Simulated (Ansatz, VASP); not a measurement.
# CCl in two plane-wave programs, part 2 of 3

Aim: how closely do two programs agree when they are given the same cell, functional and k mesh? The cell is taken from a series of runs on this material, whose earlier steps may have relaxed, scaled, displaced or heated it; both programs get it as it stands.

VASP 6.6.1 and Ansatz 0.2.0.

So far: Starting point; VASP: zone-centre phonons, LDA.

### 2. VASP: zone-centre phonons, LDA (continued)

Level of this step: LDA; plane waves and PAW (C, Cl) (VASP).

OUTCAR, selected parts (step 2):

```text
ion  position               nearest neighbor table
   1  1.000  0.000  0.259-   2 1.71   2 1.71   2 1.71   3 1.74
   2  0.333  0.667  0.275-   1 1.71   1 1.71   1 1.71   4 1.74
   3  1.000  0.000  0.205-   1 1.74
   4  0.333  0.667  0.330-   2 1.74

  LATTYP: Found a hexagonal cell.
 ALAT       =     2.8432487974
 C/A-ratio  =    11.1951526573

 Subroutine GETGRP returns: Found 12 space group operations
 (whereof  6 operations were pure point group operations)

The static configuration has the point symmetry C_3v.
 The point group associated with its full space group is D_3d.

 Found     19 irreducible k-points:

   k-points           NKPTS =     19   k-points in BZ     NKDIM =     19   number of bands    NBANDS=     17

   dimension x,y,z NGX =    24 NGY =   24 NGZ =  256
   dimension x,y,z NGXF=    48 NGYF=   48 NGZF=  512

   ENCUT  =  600.0 eV  44.10 Ry    6.64 a.u.   5.68  5.68 63.57*2*pi/ulx,y,z

   NELECT =      22.0000    total number of electrons

 k-points in reciprocal lattice and weights: Automatic mesh
   0.00000000  0.00000000  0.00000000       0.007
   0.08333333  0.00000000  0.00000000       0.042
   0.16666667 -0.00000000  0.00000000       0.042
   0.25000000 -0.00000000  0.00000000       0.042
   0.33333333 -0.00000000  0.00000000       0.042
   0.41666667  0.00000000  0.00000000       0.042
   0.50000000 -0.00000000  0.00000000       0.021
   0.08333333  0.08333333  0.00000000       0.042
   0.16666667  0.08333333  0.00000000       0.083
[...]
0.33333333  0.25000000  0.00000000       0.083
   0.33333333  0.33333333  0.00000000       0.014

 average (electrostatic) potential at core
       1 -63.6204       2 -63.6204       3-101.9988       4-101.9988

  Total       -0.0385546     -0.0385546     -0.4103420      0.0000000      0.0000000     -0.0000000
  in kB       -0.2771928     -0.2771928     -2.9501991      0.0000000      0.0000000     -0.0000000
  external PRESSURE =      -1.1681949 kB  Pullay stress =       0.0000000 kB

  energy-cutoff  :      600.00
  volume of cell :      222.85
      direct lattice vectors                 reciprocal lattice vectors
     2.843248797  0.000003251  0.000000000     0.351710107  0.203060461  0.000000000
    -1.421627214  2.462324062  0.000000000    -0.000000464  0.406120118  0.000000000
     0.000000000  0.000000000 31.830604330     0.000000000  0.000000000  0.031416306

 POSITION                                       TOTAL-FORCE (eV/Angst)
 -----------------------------------------------------------------------------------
      2.84325      0.00000      8.25982         0.000000     -0.000000     -0.090846
     -0.00000      1.64155      8.75547        -0.000000      0.000000      0.090846
      2.84325      0.00000      6.52366        -0.000000      0.000000      0.105430
     -0.00000      1.64155     10.49163         0.000000      0.000000     -0.105430
 -----------------------------------------------------------------------------------
    total drift:                                0.000000      0.000000      0.000054

 MACROSCOPIC STATIC DIELECTRIC TENSOR (including local field effects in DFT)
 ------------------------------------------------------
           1.803148    -0.000000     0.000000
          -0.000000     1.803148     0.000000
          -0.000000     0.000000     1.206867
 ------------------------------------------------------

 PIEZOELECTRIC TENSOR (including local field effects)  for field in x, y, z        (C/m^2)
          XX          YY          ZZ          XY          YZ          ZX
  --------------------------------------------------------------------------------
  x    -0.00000     0.00000     0.00000    -0.00000     0.00000    -0.00000
  y    -0.00000     0.00000     0.00000     0.00000    -0.00000     0.00000
  z    -0.00000     0.00000     0.00000     0.00000     0.00000     0.00000

 BORN EFFECTIVE CHARGES (including local field effects) (in |e|, cummulative output)
 ---------------------------------------------------------------------------------
 ion    1
    1     0.15232    -0.00000     0.00000
    2    -0.00000     0.15232     0.00000
    3     0.00000    -0.00000     0.23024
 ion    2
    1     0.15232    -0.00000     0.00000
    2    -0.00000     0.15232     0.00000
    3     0.00000    -0.00000     0.23024
 ion    3
    1    -0.15232     0.00000    -0.00000
    2     0.00000    -0.15232    -0.00000
    3     0.00000     0.00000    -0.23024
 ion    4
    1    -0.15232     0.00000    -0.00000
    2     0.00000    -0.15232    -0.00000
    3     0.00000     0.00000    -0.23024

 Eigenvectors and eigenvalues of the dynamical matrix
 ----------------------------------------------------

   1 f  =   31.695372 THz   199.147895 2PiTHz 1057.243802 cm-1   131.081466 meV
             X         Y         Z           dx          dy          dz
      2.843249  0.000003  8.259818    -0.000000    0.000000   -0.702157
     -0.000002  1.641550  8.755472     0.000000   -0.000000    0.702157
      2.843249  0.000003  6.523661     0.000000   -0.000000    0.083519
     -0.000002  1.641550 10.491629    -0.000000    0.000000   -0.083519

   2 f  =   25.409445 THz   159.652252 2PiTHz  847.567853 cm-1   105.084974 meV
             X         Y         Z           dx          dy          dz
      2.843249  0.000003  8.259818    -0.000000   -0.000000   -0.611218
     -0.000002  1.641550  8.755472     0.000000    0.000000   -0.611218
      2.843249  0.000003  6.523661     0.000000    0.000000    0.355546
     -0.000002  1.641550 10.491629    -0.000000   -0.000000    0.355546

   3 f  =   22.978489 THz   144.378106 2PiTHz  766.479896 cm-1    95.031353 meV
             X         Y         Z           dx          dy          dz
      2.843249  0.000003  8.259818    -0.701677    0.062283    0.000000
     -0.000002  1.641550  8.755472     0.701677   -0.062283    0.000000
      2.843249  0.000003  6.523661     0.061161   -0.005429    0.000000
     -0.000002  1.641550 10.491629    -0.061161    0.005429    0.000000

   4 f  =   22.978489 THz   144.378106 2PiTHz  766.479896 cm-1    95.031353 meV
             X         Y         Z           dx          dy          dz
      2.843249  0.000003  8.259818     0.062283    0.701677   -0.000000
     -0.000002  1.641550  8.755472    -0.062283   -0.701677   -0.000000
      2.843249  0.000003  6.523661    -0.005429   -0.061161   -0.000000
     -0.000002  1.641550 10.491629     0.005429    0.061161   -0.000000

   5 f  =   12.332745 THz    77.488924 2PiTHz  411.376104 cm-1    51.004114 meV
             X         Y         Z           dx          dy          dz
      2.843249  0.000003  8.259818     0.000000    0.000000    0.083519
     -0.000002  1.641550  8.755472    -0.000000   -0.000000   -0.083519
      2.843249  0.000003  6.523661    -0.000000    0.000000    0.702157
     -0.000002  1.641550 10.491629    -0.000000   -0.000000   -0.702157

   6 f  =    4.169663 THz    26.198764 2PiTHz  139.084980 cm-1    17.244332 meV
             X         Y         Z           dx          dy          dz
      2.843249  0.000003  8.259818    -0.610117    0.054142   -0.000000
     -0.000002  1.641550  8.755472    -0.610117    0.054142   -0.000000
      2.843249  0.000003  6.523661     0.351924   -0.031230   -0.000000
     -0.000002  1.641550 10.491629     0.351924   -0.031230   -0.000000

   7 f  =    4.169663 THz    26.198764 2PiTHz  139.084980 cm-1    17.244332 meV
             X         Y         Z           dx          dy          dz
      2.843249  0.000003  8.259818    -0.054142   -0.610117    0.000000
     -0.000002  1.641550  8.755472    -0.054142   -0.610117    0.000000
      2.843249  0.000003  6.523661     0.031230    0.351924    0.000000
     -0.000002  1.641550 10.491629     0.031230    0.351924    0.000000

   8 f  =    2.993388 THz    18.808010 2PiTHz   99.848669 cm-1    12.379652 meV
             X         Y         Z           dx          dy          dz
      2.843249  0.000003  8.259818    -0.061161    0.005429   -0.000000
     -0.000002  1.641550  8.755472     0.061161   -0.005429   -0.000000
      2.843249  0.000003  6.523661    -0.701676    0.062291   -0.000000
     -0.000002  1.641550 10.491629     0.701676   -0.062291   -0.000000

   9 f  =    2.993388 THz    18.808010 2PiTHz   99.848669 cm-1    12.379652 meV
             X         Y         Z           dx          dy          dz
      2.843249  0.000003  8.259818    -0.005429   -0.061161    0.000000
     -0.000002  1.641550  8.755472     0.005429    0.061161    0.000000
      2.843249  0.000003  6.523661    -0.062291   -0.701676    0.000000
     -0.000002  1.641550 10.491629     0.062291    0.701676    0.000000

  10 f/i=    0.006691 THz     0.042040 2PiTHz    0.223182 cm-1     0.027671 meV
             X         Y         Z           dx          dy          dz
      2.843249  0.000003  8.259818     0.000000   -0.000000   -0.355546
     -0.000002  1.641550  8.755472     0.000000   -0.000000   -0.355546
      2.843249  0.000003  6.523661     0.000000   -0.000000   -0.611218
     -0.000002  1.641550 10.491629     0.000000   -0.000000   -0.611218

  11 f/i=    0.016357 THz     0.102774 2PiTHz    0.545610 cm-1     0.067647 meV
             X         Y         Z           dx          dy          dz
      2.843249  0.000003  8.259818    -0.325017   -0.138528    0.000000
     -0.000002  1.641550  8.755472    -0.325017   -0.138528    0.000000
      2.843249  0.000003  6.523661    -0.563469   -0.240160    0.000000
     -0.000002  1.641550 10.491629    -0.563469   -0.240160    0.000000

  12 f/i=    0.016357 THz     0.102774 2PiTHz    0.545610 cm-1     0.067647 meV
             X         Y         Z           dx          dy          dz
      2.843249  0.000003  8.259818     0.138528   -0.325017    0.000000
     -0.000002  1.641550  8.755472     0.138528   -0.325017    0.000000
      2.843249  0.000003  6.523661     0.240160   -0.563469    0.000000
     -0.000002  1.641550 10.491629     0.240160   -0.563469    0.000000

 MACROSCOPIC STATIC DIELECTRIC TENSOR IONIC CONTRIBUTION
 ------------------------------------------------------
           0.059301    -0.000000     0.000000
          -0.000000     0.059301    -0.000000
           0.000000    -0.000000     0.003633
 ------------------------------------------------------

 ELASTIC MODULI CONTR FROM IONIC RELAXATION (kBar)
 Direction    XX          YY          ZZ          XY          YZ          ZX
 --------------------------------------------------------------------------------
 XX         -71.0279     64.5145     13.7708      0.0000    -44.3497      0.0001
 YY          64.5145    -71.0279     13.7708      0.0000     44.3497     -0.0001
 ZZ          13.7708     13.7708  -1280.6733     -0.0000      0.0000      0.0000
 XY           0.0000      0.0000     -0.0000    -67.7712     -0.0002    -26.0674
 YZ         -44.3497     44.3497      0.0000     -0.0002    -92.2661      0.0000
 ZX           0.0001     -0.0001      0.0000    -26.0674      0.0000    -41.5989
 --------------------------------------------------------------------------------

 PIEZOELECTRIC TENSOR IONIC CONTR  for field in x, y, z        (C/m^2)
          XX          YY          ZZ          XY          YZ          ZX
  --------------------------------------------------------------------------------
  x     0.00000    -0.00000    -0.00000    -0.00000    -0.00000    -0.00000
  y     0.00000    -0.00000    -0.00000     0.00000    -0.00000     0.00000
  z    -0.00000     0.00000    -0.00000     0.00000    -0.00000     0.00000
```

(Continued in part 3 of 3.)

[Lines on the potential files, build, host, timing and source positions are cut from VASP's logs without a mark.]

[Logs are printed without paths, hosts, clocks, repeated set-up lines and the standing remarks that a program may print on its own settings, such as how far it seeks lower states.]

[Hosts, paths, dates, database ids (printed as entryN), source tags and the programs' standing remarks are cut or masked in the printed files.]
